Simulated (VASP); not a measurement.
Wanted: the native input for a VASP 6.6.1 run.

- Task: single point
- Functional: PBE
- Potentials or basis: VASP PAW PBE potentials, release 64 (Y_sv, P, Pd)
- Cutoff: 520 eV
- k mesh: 7 × 7 × 7
- Occupations: fermi-dirac, width 0.05 eV
- Spin: no spin polarisation
- Further INCAR settings: ALGO = Normal; EDIFF = 1e-07; NBANDS = 31

The structure of YPPd3 lies in POSCAR:

```
YPPd3
1.0
    4.1504715800      0.0000000000      0.0000000000
    0.0000000000      4.1504715800      0.0000000000
    0.0000000000      0.0000000000      4.1504715800
Y P Pd
1 1 3
Direct
    0.0000000000      0.0000000000      0.0000000000
    0.5000000000      0.5000000000      0.5000000000
    0.5000000000      0.5000000000      0.0000000000
    0.5000000000      0.0000000000      0.5000000000
    0.0000000000      0.5000000000      0.5000000000
```

The cell was built by a generator and needn't be a form met in nature.

These files were run (other wordings do the same):

INCAR

```
SYSTEM = YPPd3
  PREC = Accurate
  ENCUT = 520
  EDIFF = 1E-7
  ISMEAR = -1
  SIGMA = 0.05
  LREAL = .False.
  LASPH = .True.
  NELM = 60
  ALGO = Normal
  ISIF = 2
  LWAVE = .False.
  LCHARG = .False.
  GGA = PE
  NBANDS = 31
```

KPOINTS

```
regular mesh
0
Gamma
  7 7 7
  0 0 0
```

Potentials or basis: VASP PAW PBE potentials, release 64 (Y_sv, P, Pd).

Run with:

```bash
$ cat potpaw_PBE.64/Y_sv/POTCAR potpaw_PBE.64/P/POTCAR potpaw_PBE.64/Pd/POTCAR > POTCAR
$ mpirun -np 1 vasp_std > vasp.out
```

Results of the run:

```yaml
Pressure: 68.7 GPa
Band_gap_on_the_k_mesh: none (metal or under the smearing width)
```

Caveat: a pressure of tens of GPa on the cell as given is suspect, and the run, the potentials or the cell itself is likely at fault.

It took 48 s on 1 thread of Intel(R) Xeon(R) Platinum 8259CL CPU @ 2.50GHz (Skylake/Cascade Lake), with other jobs on the host, peak memory 0.21 GiB.
